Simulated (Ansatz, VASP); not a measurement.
**PtS2 in two plane-wave programs**

One calculation is typed for both programs; each brings its own data sets. How far apart do they land? The cell is taken from a series of runs on this material, whose earlier steps may have relaxed, scaled, displaced or heated it; both programs get it as it stands.

Main program and level: Ansatz 0.2.0; plane waves, with VASP 6.6.1 beside it; single point at PBEsol.

**1. Set-up**

The cell holds 3 atoms: 2 S and 1 Pt. Cell: a = 3.579 Å, b = 3.579 Å, c = 17.288 Å, α = 90.0°, β = 90.0°, γ = 120.0°. It derives from PtS2. As first built, before any earlier steps moved the atoms (in the runner's words): kind sheets cut from a layered crystal; sheets 1; series ['strain PtS2', 1, 'biaxial strain (%)']. Vacuum lies along c.

As a file:

```xyz
3
Lattice="3.5786 0.0000 0.0000 -1.7893 3.0992 0.0000 0.0000 0.0000 17.2876" Properties=species:S:1:pos:R:3
S     0.0000    2.0661    9.8325
S     1.7893    1.0331    7.4551
Pt    0.0000    0.0000    8.6438
```

**2. VASP: single point, PBEsol**

A single point gives forces, pressure and levels at one fixed geometry, so differences don't come from the geometry; what else differs is listed under the comparison.

Lines of VASP's logs that name or quote its potential files are left out, and so is its time.

INCAR

```
SYSTEM = PtS2
PREC = Accurate
ENCUT = 400
EDIFF = 1E-06
NELM = 120
ISMEAR = -1
SIGMA = 0.02
LREAL = .FALSE.
ALGO = Normal
GGA = PS
NBANDS = 17
LASPH = .TRUE.
LORBIT = 11
LWAVE = .FALSE.
LCHARG = .FALSE.
ISIF = 2
GGA_COMPAT = .FALSE.
EFERMI = MIDGAP
```

POSCAR

```
PtS2
1.0
    3.5786320002      0.0000000000      0.0000000000
   -1.7893160001      3.0991862229      0.0000000000
    0.0000000000      0.0000000000     17.2876152000
S Pt
2 1
Direct
    0.3333333333      0.6666666667      0.5687594973
    0.6666666667      0.3333333333      0.4312405027
    0.0000000000      0.0000000000      0.5000000000
```

KPOINTS

```
Automatic mesh
0
Gamma
12 12 1
0 0 0
```

The projector-augmented-wave data sets are S and Pt (PBE family, release 64).

Run with:

```console
$ mpirun -np 1 vasp_std
```

Numbers of over 12 decimals in the logs are rounded to 6 here.

Output:

```text
[banner, memory and clock lines left out]
running    1 mpi-ranks, on    1 nodes
 distrk:  each k-point on    1 cores,    1 groups
 distr:  one band on    1 cores,    1 groups

 POSCAR found type information on POSCAR S Pt
 POSCAR found :  2 types and       3 ions
|                                                                             |
|               ----> ADVICE to this user running VASP <----                  |
|                                                                             |
|     You enforced a specific xc type in the INCAR file but a different       |
|     [... a line on the potential file left out ...]
|     I HOPE YOU KNOW WHAT YOU ARE DOING!                                     |
|                                                                             |

 LDA part: xc-table for (Slater+PW92), standard interpolation
 POSCAR, INCAR and KPOINTS ok, starting setup
 FFT: planning ... GRIDC
 FFT: planning ... GRID_SOFT
 FFT: planning ... GRID
 WAVECAR not read
 entering main loop
       N       E                     dE             d eps       ncg     rms          rms(c)
DAV:   1     0.146159287983E+03    0.14616E+03   -0.71643E+03   646   0.805E+02
DAV:   2    -0.456599248219E+01   -0.15073E+03   -0.14429E+03   884   0.176E+02
DAV:   3    -0.180391031974E+02   -0.13473E+02   -0.13373E+02   790   0.634E+01
DAV:   4    -0.183151021020E+02   -0.27600E+00   -0.27573E+00   946   0.101E+01
DAV:   5    -0.183196635555E+02   -0.45615E-02   -0.45609E-02   864   0.125E+00    0.180E+01
DAV:   6    -0.171833091704E+02    0.11364E+01   -0.75179E+00   744   0.252E+01    0.112E+01
DAV:   7    -0.169956900190E+02    0.18762E+00   -0.19303E+00   703   0.137E+01    0.451E+00
DAV:   8    -0.169313406177E+02    0.64349E-01   -0.15037E-01   883   0.371E+00    0.990E-01
DAV:   9    -0.169260759510E+02    0.52647E-02   -0.28754E-02   777   0.147E+00    0.285E-01
DAV:  10    -0.169263063774E+02   -0.23043E-03   -0.19274E-03   874   0.311E-01    0.279E-01
DAV:  11    -0.169266593854E+02   -0.35301E-03   -0.10388E-03   815   0.294E-01    0.200E-01
DAV:  12    -0.169266169614E+02    0.42424E-04   -0.76089E-04   784   0.256E-01    0.277E-01
DAV:  13    -0.169265022281E+02    0.11473E-03   -0.13594E-04   898   0.671E-02    0.141E-01
DAV:  14    -0.169264863520E+02    0.15876E-04   -0.22842E-05   840   0.265E-02    0.952E-02
DAV:  15    -0.169264787865E+02    0.75655E-05   -0.68061E-06   858   0.128E-02    0.615E-02
DAV:  16    -0.169264755293E+02    0.32572E-05   -0.14962E-05   814   0.187E-02    0.129E-02
DAV:  17    -0.169264764667E+02   -0.93742E-06   -0.24006E-06   705   0.805E-03
   1 F= -.16926476E+02 E0= -.16926476E+02  d E =-.190038E-19
```

Parts of OUTCAR (step 2):

```text
ion  position               nearest neighbor table
   1  0.333  0.667  0.569-   3 2.38   3 2.38   3 2.38
   2  0.667  0.333  0.431-   3 2.38   3 2.38   3 2.38
   3  0.000  0.000  0.500-   1 2.38   2 2.38   1 2.38   2 2.38   2 2.38   1 2.38

  LATTYP: Found a hexagonal cell.
 ALAT       =     3.5786320002
 C/A-ratio  =     4.8307887481

 Subroutine GETGRP returns: Found 12 space group operations
 (whereof 12 operations were pure point group operations)

The static configuration has the point symmetry D_3d.

 Found     19 irreducible k-points:

   k-points           NKPTS =     19   k-points in BZ     NKDIM =     19   number of bands    NBANDS=     17

   dimension x,y,z NGX =    24 NGY =   24 NGZ =  120
   dimension x,y,z NGXF=    48 NGYF=   48 NGZF=  240

   ENCUT  =  400.0 eV  29.40 Ry    5.42 a.u.   5.84  5.84 28.19*2*pi/ulx,y,z

   NELECT =      22.0000    total number of electrons

 k-points in reciprocal lattice and weights: Automatic mesh
   0.00000000  0.00000000  0.00000000       0.007
   0.08333333  0.00000000  0.00000000       0.042
   0.16666667  0.00000000  0.00000000       0.042
   0.25000000  0.00000000  0.00000000       0.042
   0.33333333  0.00000000  0.00000000       0.042
   0.41666667 -0.00000000  0.00000000       0.042
   0.50000000  0.00000000  0.00000000       0.021
   0.08333333  0.08333333  0.00000000       0.042
   0.16666667  0.08333333  0.00000000       0.083
[...]
0.33333333  0.25000000  0.00000000       0.083
   0.33333333  0.33333333  0.00000000       0.014

 average (electrostatic) potential at core
       1 -94.0616       2 -94.0616       3 -76.8680

 E-fermi :  -1.9716

 k-point     1 :       0.0000    0.0000    0.0000
  band No.  band energies     occupation
    ...
      7      -5.8402      2.00000
      8      -3.5873      2.00000
      9      -3.5119      2.00000
     10      -3.2130      2.00000
     11      -3.2130      2.00000
     12       0.4201      0.00000
     13       0.4201      0.00000
     14       2.5781      0.00000
     15       2.8471      0.00000
     16       3.4111      0.00000
    ...

 k-point     2 :       0.0833    0.0000    0.0000
  band No.  band energies     occupation
    ...
      7      -5.9140      2.00000
      8      -4.0546      2.00000
      9      -3.3681      2.00000
     10      -3.1735      2.00000
     11      -2.9695      2.00000
     12      -0.0321      0.00000
     13       0.2927      0.00000
     14       2.7814      0.00000
     15       3.1160      0.00000
     16       3.6703      0.00000
    ...

 k-point     3 :       0.1667    0.0000    0.0000
  band No.  band energies     occupation
    ...
      7      -6.0666      2.00000
      8      -4.6197      2.00000
      9      -3.1643      2.00000
     10      -3.0652      2.00000
     11      -2.9017      2.00000
     12      -0.8171      0.00000
     13       0.0593      0.00000
     14       3.2528      0.00000
     15       3.5325      0.00000
     16       3.8769      0.00000
    ...

  Total       -0.9634256     -0.9634256      0.0303850      0.0000000     -0.0000000     -0.0000000
  in kB       -8.0506129     -8.0506129      0.2539041      0.0000000     -0.0000000     -0.0000000
  external PRESSURE =      -5.2824406 kB  Pullay stress =       0.0000000 kB

  energy-cutoff  :      400.00
  volume of cell :      191.73
      direct lattice vectors                 reciprocal lattice vectors
     3.578632000  0.000000000  0.000000000     0.279436388  0.161332674  0.000000000
    -1.789316000  3.099186223  0.000000000     0.000000000  0.322665348  0.000000000
     0.000000000  0.000000000 17.287615200     0.000000000  0.000000000  0.057844878

 POSITION                                       TOTAL-FORCE (eV/Angst)
 -----------------------------------------------------------------------------------
     -0.00000      2.06612      9.83250         0.000000     -0.000000      0.021707
      1.78932      1.03306      7.45512         0.000000      0.000000     -0.021707
      0.00000      0.00000      8.64381        -0.000000      0.000000     -0.000000
 -----------------------------------------------------------------------------------
    total drift:                               -0.000000      0.000000      0.000000

  FREE ENERGIE OF THE ION-ELECTRON SYSTEM (eV)
  ---------------------------------------------------
  free  energy   TOTEN  =       -16.9264764667 eV

  energy  without entropy=      -16.9264764667  energy(sigma->0) =      -16.92647647

 total charge
# of ion       s       p       d       tot
------------------------------------------
    1        1.352   2.261   0.000   3.614
    2        1.352   2.261   0.000   3.614
    3        0.697   0.796   7.981   9.473
--------------------------------------------------
tot          3.401   5.318   7.981  16.700

[... 3 further parts left out ...]
```

**3. Ansatz: single point, PBEsol**

Ansatz runs on its PAW soft_1 files.

The same cell, functional, mesh and smearing now go to Ansatz, which takes its cutoff from its data sets.

input.yaml

```yaml
crystal:
  lattice:
    - [3.5786320002, 0.0, 0.0]
    - [-1.7893160001, 3.0991862229, 0.0]
    - [0.0, 0.0, 17.2876152]
  atoms:
    - { symbol: S, position: [0.3333333333, 0.6666666667, 0.5687594973] }
    - { symbol: Pt, position: [0.0, 0.0, 0.5] }
    - { symbol: S, position: [0.6666666667, 0.3333333333, 0.4312405027] }
kpoints:
  mp_grid: { grid: [12, 12, 1] }
scf:
  occupations: { method: fermi_dirac, width: 0.02 }
  n_extra_bands: 8
hamiltonian:
  xc: pbesol
  pseudopotentials: { kind: paw, azcp: { folder: soft_1 }, xc_functional: pbe }
output:
  forces: true
  write_potential: true
  volumetric_format: []
  dos:
    projected: true
    de: 0.05
    e_range: [-30, 12]
    method: { smearing: { sigma: 0.12, scheme: gaussian } }
  eigenstates:
    kpoints:
      - [0.33333333, 0.33333333, 0.0]
      - [0.31666667, 0.31666667, 0.0]
      - [0.3, 0.3, 0.0]
      - [0.28333333, 0.28333333, 0.0]
      - [0.26666667, 0.26666667, 0.0]
      - [0.25, 0.25, 0.0]
      - [0.23333333, 0.23333333, 0.0]
      - [0.21666667, 0.21666667, 0.0]
      - [0.2, 0.2, 0.0]
      - [0.18333333, 0.18333333, 0.0]
      - [0.16666667, 0.16666667, 0.0]
      - [0.15, 0.15, 0.0]
      - [0.13333333, 0.13333333, 0.0]
      - [0.11666667, 0.11666667, 0.0]
      - [0.1, 0.1, 0.0]
      - [0.08333333, 0.08333333, 0.0]
      - [0.06666667, 0.06666667, 0.0]
      - [0.05, 0.05, 0.0]
      - [0.03333333, 0.03333333, 0.0]
      - [0.01666667, 0.01666667, 0.0]
      - [0.0, 0.0, 0.0]
      - [0.02777778, 0.0, 0.0]
      - [0.05555556, 0.0, 0.0]
      - [0.08333333, 0.0, 0.0]
      - [0.11111111, 0.0, 0.0]
      - [0.13888889, 0.0, 0.0]
      - [0.16666667, 0.0, 0.0]
      - [0.19444444, 0.0, 0.0]
      - [0.22222222, 0.0, 0.0]
      - [0.25, 0.0, 0.0]
      - [0.27777778, 0.0, 0.0]
      - [0.30555556, 0.0, 0.0]
      - [0.33333333, 0.0, 0.0]
      - [0.36111111, 0.0, 0.0]
      - [0.38888889, 0.0, 0.0]
      - [0.41666667, 0.0, 0.0]
      - [0.44444444, 0.0, 0.0]
      - [0.47222222, 0.0, 0.0]
      - [0.5, 0.0, 0.0]
      - [0.48333333, 0.03333333, 0.0]
      - [0.46666667, 0.06666667, 0.0]
      - [0.45, 0.1, 0.0]
      - [0.43333333, 0.13333333, 0.0]
      - [0.41666667, 0.16666667, 0.0]
      - [0.4, 0.2, 0.0]
      - [0.38333333, 0.23333333, 0.0]
      - [0.36666667, 0.26666667, 0.0]
      - [0.35, 0.3, 0.0]
    e_range: [-8.0, 6.0]
    unfold:
      supercell_matrix: [[1, 0, 0], [0, 1, 0], [0, 0, 1]]
      layers:
        axis: 3
        edges: [0.199861, 0.402318, 0.465293, 0.534707, 0.597682, 0.800139]
```

Run with:

```console
$ ansatz run input.yaml --threads 4 --pin off --max-ram 11264MiB --backend cpu --events-out ev --progress --plain --runs-dir out
```

Output:

```text
scf.n_extra_bands = 8 over 15 filled bands (N_el = 30.0): the run solves 23 bands
Engine: ansatz 0.2.0, x86_64-unknown-linux-gnu
Pseudopotentials: kind: paw
Pseudopotential: S, paw, valence charge 6, recommended cutoff 420 eV (normal), soft_1/S.paw.azcp
Pseudopotential: Pt, paw, valence charge 18, recommended cutoff 420 eV (normal), soft_1/Pt.paw.azcp
Functional definition: PBEsol
  exchange = pbesol_x
  correlation = pbesol_c
Crystal: 3 atoms, lattice volume = 191.734 Å³
Basis set: ecut = 420 eV, 3675 PW (Γ), exchange–correlation on 48×48×240 points (8 copies of the dense FFT grid, shifted against one another)
Bands: 23, of which v1, the nominal top of the filled ones, is band 15 counted from 1 (14 counted from 0)
Symmetry: 12 space group operations
Space group: P-3m1 (ITA 164), of the structure as read, at distance tolerance 5.8e-5 Å
k-points: 19 of 144
Non-local potential: S, projectors of the file, l = 0: 2, l = 1: 2, l = 2: 1
Non-local potential: Pt, projectors of the file, l = 0: 3, l = 1: 2, l = 2: 2, l = 3: 1
PAW form: soft (Blöchl's): semilocal exchange-correlation on the pseudo side does not see the compensation charge
PAW frozen core: S, regenerated for the run's functional, and the local potential with it (the file was generated under x = pbe(κ = 0.804, μ = 0.219515), c = pbe(β = 0.066725))
PAW frozen core: Pt, regenerated for the run's functional, and the local potential with it (the file was generated under x = pbe(κ = 0.804, μ = 0.219515), c = pbe(β = 0.066725))
PAW one-centre angular grid: S, 110 points (default); XC on 64 Gauss nodes
PAW one-centre angular grid: Pt, 590 points (default); XC on 64 Gauss nodes
Initial density: superposition of atomic densities (neutral atoms: chi_scale 0, normalization atom)
Initial wavefunctions: pseudopotential atomic-orbital guess
Functional: x = pbesol(κ = 0.804, μ = 0.123457), c = pbesol(β = 0.046)
SCF iter   1: F=—  HF=-14157.738252 eV  |F-HF|=—  |Δ(HF+E_count)|=         —  Δρ=5.50e-2  dr2=6.97e0  ethr=3.10e-3  ⟨swp⟩=10.2  Hψ=3135  notcnv=0
preconditioner: auto → none  [insulator: Δε(μ)=1.767 eV  Ē_g=11.154 eV  σ=0.020 eV  W_gap=1.00  n_scr=10 (ndim 8)  ℏωp=12.6 eV  f_vac=0.660  D(μ)=0.00/eV (n_scr^D=0)  ε∞_Penn≈2.3]
SCF iter   2: F=—  HF=-14158.817042 eV  |F-HF|=—  |Δ(HF+E_count)|=    1.08e0  Δρ=5.53e-2  dr2=1.17e1  ethr=3.10e-3  ⟨swp⟩=4.7  Hψ=1364  notcnv=0  defer=54
SCF iter   3: F=—  HF=-14156.488678 eV  |F-HF|=—  |Δ(HF+E_count)|=    2.33e0  Δρ=1.56e-2  dr2=5.46e-1  ethr=3.10e-3  ⟨swp⟩=4.1  Hψ=1173  notcnv=0  defer=48
SCF iter   4: F=—  HF=-14156.379799 eV  |F-HF|=—  |Δ(HF+E_count)|=   1.09e-1  Δρ=3.95e-3  dr2=3.76e-2  ethr=1.82e-3  ⟨swp⟩=3.5  Hψ=868  notcnv=0  defer=48
SCF iter   5: F=—  HF=-14156.371685 eV  |F-HF|=—  |Δ(HF+E_count)|=   8.11e-3  Δρ=1.18e-3  dr2=4.16e-3  ethr=1.25e-4  ⟨swp⟩=2.7  Hψ=661  notcnv=0  defer=50
SCF iter   6: F=—  HF=-14156.370793 eV  |F-HF|=—  |Δ(HF+E_count)|=   8.92e-4  Δρ=2.26e-4  dr2=3.64e-4  ethr=1.39e-5  ⟨swp⟩=2.2  Hψ=651  notcnv=0  defer=50
SCF iter   7: F=—  HF=-14156.370709 eV  |F-HF|=—  |Δ(HF+E_count)|=   8.44e-5  Δρ=2.81e-5  dr2=1.94e-6  ethr=1.21e-6  ⟨swp⟩=2.1  Hψ=571  notcnv=0  defer=50
SCF iter   8: F=—  HF=-14156.370742 eV  |F-HF|=—  |Δ(HF+E_count)|=   3.36e-5  Δρ=1.08e-5  dr2=3.56e-7  ethr=6.46e-9  ⟨swp⟩=3.5  Hψ=922  notcnv=0  defer=50
SCF iter   9: F=-14156.370742 eV  HF=-14156.370742 eV  |F-HF|=5.37e-9  |Δ(HF+E_count)|=   6.11e-8  Δρ=1.50e-6  dr2=6.67e-9  ethr=3.33e-10  ⟨swp⟩=21.5  Hψ=4053  notcnv=0
SCF 1 converged in 9 iterations: F = -14156.370742 eV  dr2 = 6.67e-9
  greatest PAW one-centre occupation: 1.000 electrons in one spin orbital (limit 2), on the Pt atom at site 1 (counted from 0), in its partial waves of l = 0
NSCF: frozen V_eff on 48 k-points
WARN: The output density's exchange-correlation potential varies sharply where the density is thin. Do not read a vacuum level from v_tot or v_xc, or from such a field of the output density. On a cell that repeats whose density bears no net charge and no dipole along the vacuum's axis use v_es (v_loc + v_h of the components); under efield.dipole_correction with no amplitude use v_es + v_field, which holds any externa [...]
SCF converged after 9 iterations
Free energy (F): -14156.370742 eV
Harris-Foulkes:  -14156.370742 eV  (|F-HF|=5.37e-9)
Internal energy: -14156.370742 eV  (E = F + TS)
E sigma→0 (E₀):  -14156.370742 eV
Fermi energy:    -0.774945 eV
--- Per-component energies (eV) ---
  E_band       = -669.732852
  E_kinetic    = 805.162563
  E_local      = -16553.632133  (includes V_loc(G=0)·N_el)
  E_nonlocal   = 275.518742
  E_hartree    = 7788.567463
  E_xc         = -406.080104
  E_vxc        = -434.789607  (∫ρ·V_xc dr)
  E_paw        = -10529.960349  (= ΣΔE_a)
  E_vpaw       = -339.124361  (= ΣTr[D̂ρ^β])
  E_aug_tail   = 0.001129  (compensation charges beyond the density's cutoff)
  E_ewald      = 4463.641016
  E_core_change = 0.410930  (= ΣΔE_core)
  E_smearing   = -0.000000  (= −TS)
  E_closure    = -0.000000  (closes the sum)
  Σ components = -14156.370742   (vs F -14156.370742, Δ=0.00e0)
--- Forces (eV/Å), atoms counted from 1 ---
  atom   1  S     -0.00000000     0.00000000     0.04163398
  atom   2  Pt     0.00000000    -0.00000000     0.00000000
  atom   3  S     -0.00000000     0.00000000    -0.04163398
  max |Σ_I F_I| component: 1.39e-17 eV/Å
--- Band table (eV; the first three rows and the last of 19) ---
  k-point 0: bands = [... 11 lower, -2.3810, -2.3190, -2.0190, -2.0190, 1.6182, 1.6182, 3.7949, 4.0215, ... 4 higher]
  k-point 1: bands = [... 11 lower, -2.8534, -2.1745, -1.9795, -1.7713, 1.1655, 1.4906, 4.0041, 4.3075, ... 4 higher]
  k-point 2: bands = [... 11 lower, -3.4213, -1.9701, -1.8685, -1.7025, 0.3788, 1.2567, 4.4878, 4.7485, ... 4 higher]
  k-point 18: bands = [... 11 lower, -4.2677, -3.9175, -2.4396, -2.4396, 0.5011, 0.5011, 5.3149, 7.3800, ... 4 higher]
```

In the SCF lines HF is the Harris–Foulkes energy and dr2 the Hartree energy of the density residual, in eV; the loop may stop once dr2 is under the threshold and the program's other checks hold. Hψ counts applications of the Hamiltonian.

**4. Side by side**

Known differences besides the potentials themselves: the data sets hold 30 valence electrons in Ansatz (on its PAW soft_1 files) and 22 in VASP; the cutoff is 420 eV in Ansatz and 400 eV in VASP; Ansatz makes its cores anew for this functional, VASP keeps those of its PBE data sets. Total energies have different zeros and are not compared.

Compared:

```csv
quantity,Ansatz,VASP,difference
gap on the k mesh (eV),1.701,1.711,-0.010
```

At this near-relaxed geometry the largest component of a force difference is 20 meV/Å. A gap on the mesh is an upper bound, since the band edges may lie between its points; neither run holds spin-orbit coupling, which can move the band edges of a compound of Pt. With vacuum in the cell, a pressure given here is an average over mostly empty space and none of the material.

**5. What came out**

- difference in gap on the k mesh (single point, PBEsol): -0.0097 eV
- r.m.s. force difference (single point, PBEsol): 9.4 meV/Å

**Reading.** The r.m.s. force difference is 9.4 meV/Å (single point, PBEsol), within the 12 meV/Å picked in this series as the mark of a large difference. The data sets hold unlike numbers of valence electrons (30 in Ansatz and 22 in VASP), so part of the differences comes from the potentials. 1 further run of this series is not shown here. How closely two codes agree says nothing of how well the functional describes the real material.

[Lines on the potential files, build, host, timing and source positions are cut from VASP's logs without a mark.]

[Logs are printed without paths, hosts, clocks, repeated set-up lines and the standing remarks that a program may print on its own settings, such as how far it seeks lower states.]

[Hosts, paths, dates, database ids (printed as entryN), source tags and the programs' standing remarks are cut or masked in the printed files.]
